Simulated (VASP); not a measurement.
VASP ran on this input.

File KPOINTS:
```
Automatic mesh
0
Gamma
11 11 11
0 0 0
```

POSCAR:
```
CuZn
1.0
  2.9500000000   0.0000000000   0.0000000000
  0.0000000000   2.9500000000   0.0000000000
  0.0000000000   0.0000000000   2.9500000000
Zn Cu
1 1
direct
  0.5000000000   0.5000000000   0.5000000000
  0.0000000000   0.0000000000   0.0000000000
```

INCAR:
```
SYSTEM=CuZn
PREC=Accurate; ENCUT=520; LREAL=F
LASPH=T
EDIFF=1E-6; NELM=100; ALGO=Normal
LMAXMIX=4
ISMEAR=1; SIGMA=0.1
GGA=PE; IVDW=13
IBRION=2; NSW=60; ISIF=3
EDIFFG=-0.01
LWAVE=F; LCHARG=F
```

POTCAR, in this order: Zn Cu (PBE.64 set). Program: vasp_std.

**Question.** Translate this PBE-D4 calculation to Ansatz.

**Answer.** One equivalent input (not run):
Ansatz 0.2 input:
```yaml
crystal:
  lattice:
    - [2.9500000, 0.0000000, 0.0000000]
    - [0.0000000, 2.9500000, 0.0000000]
    - [0.0000000, 0.0000000, 2.9500000]
  atoms:
    - { symbol: Zn, position: [0.5000000, 0.5000000, 0.5000000] }
    - { symbol: Cu, position: [0.0000000, 0.0000000, 0.0000000] }
kpoints:
  mp_grid: { grid: [11, 11, 11] }
hamiltonian:
  xc: pbe
  dispersion: d4
  pseudopotentials: { kind: paw }
scf:
  occupations: { method: methfessel_paxton, width: 0.1 }
  max_iter: 100
relax:
  max_steps: 60
  f_tol: 0.01
  cell: {}
output: { forces: true, stress: true, eigenvalues: true }
```
The two are equivalent in intent, not identical: each code has its own PAW files, so the cut-off isn't converted (ENCUT is set for VASP's; basis.ecutwfc is left out, and Ansatz then takes the one that its files recommend); Ansatz stops its SCF on the density residual and VASP on the energy change (EDIFF).

The compound is CuZn in the CsCl type structure. This run relaxes it. Symmetry was kept, so distortions that lower it aren't found.
